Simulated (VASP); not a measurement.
Input for VASP

### INCAR
```
LWAVE = .False.
GGA = MK
PARAM1 = 0.1234568
ISMEAR = 1   ! Methfessel-Paxton
LMAXMIX = 4
ZAB_VDW = -1.8867
LASPH = .True.   ! aspherical one-centre terms
ISIF = 2   ! forces and stress, cell fixed
LREAL = .False.
AGGAC = 0.0
LUSE_VDW = .True.
NELM = 100   ! most electronic steps
SYSTEM = TiC
LCHARG = .False.
PARAM2 = 0.7114
EDIFF = 1E-7   ! SCF stop (eV)
PREC = Accurate
SIGMA = 0.1   ! width (eV)
ALGO = Normal   ! blocked Davidson
ENCUT = 520
```

File KPOINTS:
```
Automatic
0
G
14 14 14
```

POSCAR:
```
TiC
2.9916150
  0.0000000000   0.7071067418   0.7071067418
  0.7071067418   0.0000000000   0.7071067418
  0.7071067418   0.7071067418   0.0000000000
Ti C
1 1
direct
  0.0000000000   0.0000000000   0.0000000000
  0.5000000000   0.5000000000   0.5000000000
```

POTCAR, in this order: Ti_sv C (PBE.64 set). Program: vasp_std.

Problem. Write an equivalent input for Quantum ESPRESSO's pw.x.

Solution. One equivalent input (not run):
```
&CONTROL
  calculation = 'scf'
  pseudo_dir = './pseudo'
  outdir = './out'
  tprnfor = .true.
  tstress = .true.
/
&SYSTEM
  ibrav = 0
  nat = 2
  ntyp = 2
  ecutwfc = 84
  occupations = 'smearing'
  smearing = 'methfessel-paxton'
  degauss = 0.00735
  input_dft = 'vdw-df2-b86r'
/
&ELECTRONS
  conv_thr = 7.3e-09
  electron_maxstep = 100
/
ATOMIC_SPECIES
  Ti 47.867 Ti.upf
  C 12.011 C.upf
CELL_PARAMETERS angstrom
     0.0000000    2.1153911    2.1153911
     2.1153911    0.0000000    2.1153911
     2.1153911    2.1153911    0.0000000
ATOMIC_POSITIONS crystal
  Ti   0.0000000  0.0000000  0.0000000
  C    0.5000000  0.5000000  0.5000000
K_POINTS automatic
  14 14 14 0 0 0
```
What does not carry over: the potentials are each code's own (VASP's PAW set, PseudoDojo norm-conserving files in pw.x), so ENCUT and ecutwfc are chosen apart and not converted; conv_thr bounds pw.x's estimated SCF error, while EDIFF bounds the energy change between steps.

The compound is TiC in the rock salt structure. This cell is one point of a volume scan, at 0.94 of the reference volume.
